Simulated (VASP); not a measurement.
Calculation: LDA (Ceperley-Alder, Perdew-Zunger), VASP's LDA PAW potentials (set 64) (plane waves; VASP).

VASP input:

**POSCAR**
```
MgO
1
    0.0000000000     2.0727971973     2.0727971973
    2.0727971973     0.0000000000     2.0727971973
    2.0727971973     2.0727971973     0.0000000000
Mg O
1 1
Direct
  0.0000000000   0.0000000000   0.0000000000
  0.5000000000   0.5000000000   0.5000000000
```

**KPOINTS**
```
k-points along high-symmetry lines
15
Line-mode
Reciprocal
  0.000000   0.000000   0.000000 ! GAMMA
  0.500000   0.000000   0.500000 ! X

  0.500000   0.000000   0.500000 ! X
  0.625000   0.250000   0.625000 ! U

  0.375000   0.375000   0.750000 ! K
  0.000000   0.000000   0.000000 ! GAMMA

  0.000000   0.000000   0.000000 ! GAMMA
  0.500000   0.500000   0.500000 ! L

  0.500000   0.500000   0.500000 ! L
  0.500000   0.250000   0.750000 ! W

  0.500000   0.250000   0.750000 ! W
  0.500000   0.000000   0.500000 ! X
```

INCAR:
```
SYSTEM = MgO
PREC = Accurate
ENCUT = 520
EDIFF = 1E-7
NELM = 100
ALGO = Normal
LREAL = .FALSE.
LASPH = .TRUE.
ISMEAR = 0
SIGMA = 0.05
LWAVE = .FALSE.
LCHARG = .FALSE.
LORBIT = 11
ICHARG = 11
```

POTCAR, in this order: Mg O (LDA.64 set). Program: vasp_std. Read from the step before: CHGCAR.

The resulting files:

### OUTCAR
```
 ion  position               nearest neighbor table
   1  0.000  0.000  0.000-   2 2.07   2 2.07   2 2.07   2 2.07   2 2.07   2 2.07
   2  0.500  0.500  0.500-   1 2.07   1 2.07   1 2.07   1 2.07   1 2.07   1 2.07
  LATTYP: Found a face centered cubic cell.
 ALAT       =     4.1455943946
 Subroutine PRICEL returns:
 Original cell was already a primitive cell.
 Subroutine GETGRP returns: Found 48 space group operations
The static configuration has the point symmetry O_h .
The dynamic configuration has the point symmetry O_h .
 Subroutine INISYM returns: Found 48 space group operations
   k-points           NKPTS =     90   k-points in BZ     NKDIM =     90   number of bands    NBANDS=      8
   number of dos      NEDOS =    301   number of ions     NIONS =      2
   total plane-waves  NPLWV =  13824
   dimension x,y,z NGX =    24 NGY =   24 NGZ =   24
   dimension x,y,z NGXF=    48 NGYF=   48 NGZF=   48
   ions per type =               1   1
   PREC   = accura    normal or accurate (medium, high low for compatibility)
   ISTART =      0    job   : 0-new  1-cont  2-samecut
   ICHARG =     11    charge: 1-file 2-atom 10-const
   ISPIN  =      1    spin polarized calculation?
   LNONCOLLINEAR =      F non collinear calculations
   LSORBIT =      F    spin-orbit coupling
   INIWAV =      1    electr: 0-lowe 1-rand  2-diag
   ENCUT  =  520.0 eV  38.22 Ry    6.18 a.u.   5.45  5.45  5.45*2*pi/ulx,y,z
   NELM   =    100;   NELMIN=  2; NELMDL= -5     # of ELM steps
   EDIFF  = 0.1E-06   stopping-criterion for ELM
   LREAL  =      F    real-space projection
   NLSPLINE    = F    spline interpolate recip. space projectors
   LMAXMIX     =    2 max onsite mixed and CHGCAR
   VOSKOWN=      0    Vosko Wilk Nusair interpolation
   EDIFFG = 0.1E-05   stopping-criterion for IOM
   NSW    =      0    number of steps for IOM
   NBLOCK =      1;   KBLOCK =      1    inner block; outer block
   IBRION =     -1    ionic relax: 0-MD 1-quasi-New 2-CG
   NFREE  =      0    steps in history (QN), initial steepest desc. (CG)
   ISIF   =      2    stress and relaxation
   ISYM   =      2    0-nonsym 1-usesym 2-fastsym
   TEIN   =    0.0    initial temperature
   TEBEG  =    0.0;   TEEND  =   0.0 temperature during run
...
```

### OSZICAR
```
       N       E                     dE             d eps       ncg     rms          rms(c)
DAV:   1     0.105354052597E+02    0.10535E+02   -0.47831E+03  1720   0.882E+02
DAV:   2    -0.122165823277E+02   -0.22752E+02   -0.21826E+02  1808   0.129E+02
DAV:   3    -0.124548666874E+02   -0.23828E+00   -0.23828E+00  1784   0.147E+01
DAV:   4    -0.124552427584E+02   -0.37607E-03   -0.37607E-03  1920   0.544E-01
DAV:   5    -0.124552431171E+02   -0.35869E-06   -0.35869E-06  1880   0.116E-02
DAV:   6    -0.124552431182E+02   -0.10513E-08   -0.10513E-08  1944   0.430E-04
   1 F= -.12455243E+02 E0= -.12455243E+02  d E =-.276461E-14
```

File OUTCAR:
```
 val. band max:        3.2524634279   @ k =   0.0000   0.0000   0.0000

 cond. band min:       8.3884776962   @ k =   0.0000   0.0000   0.0000



 k-point     1 :       0.0000    0.0000    0.0000
  band No.  band energies     occupation
      1     -14.0075      2.00000
      2       3.2525      2.00000
      3       3.2525      2.00000
      4       3.2525      2.00000
      5       8.3885      0.00000
      6      19.0364      0.00000
      7      19.0364      0.00000
      8      19.0364      0.00000

 k-point     2 :       0.0357    0.0000    0.0357
  band No.  band energies     occupation
      1     -13.9864      2.00000
      2       3.1434      2.00000
      3       3.2302      2.00000
      4       3.2302      2.00000
      5       8.5081      0.00000
      6      18.7330      0.00000
      7      19.0880      0.00000
      8      19.0880      0.00000

 k-point     3 :       0.0714    0.0000    0.0714
  band No.  band energies     occupation
      1     -13.9255      2.00000
      2       2.8464      2.00000
      3       3.1654      2.00000
      4       3.1654      2.00000
      5       8.8367      0.00000
      6      18.0390      0.00000
      7      19.2390      0.00000
      8      19.2390      0.00000

 k-point     4 :       0.1071    0.0000    0.1071
  band No.  band energies     occupation
      1     -13.8264      2.00000
      2       2.4261      2.00000
      3       3.0634      2.00000
      4       3.0634      2.00000
      5       9.3114      0.00000
      6      17.2234      0.00000
      7      19.4778      0.00000
      8      19.4778      0.00000

 k-point     5 :       0.1429    0.0000    0.1429
  band No.  band energies     occupation
      1     -13.6935      2.00000
      2       1.9433      2.00000
      3       2.9324      2.00000
      4       2.9324      2.00000
      5       9.8734      0.00000
      6      16.4060      0.00000
      7      19.7876      0.00000
      8      19.7876      0.00000
...
```

The density is held fixed in this step, so its total energy and stress have no physical meaning.

The compound is MgO in the rock salt structure. It was relaxed first.
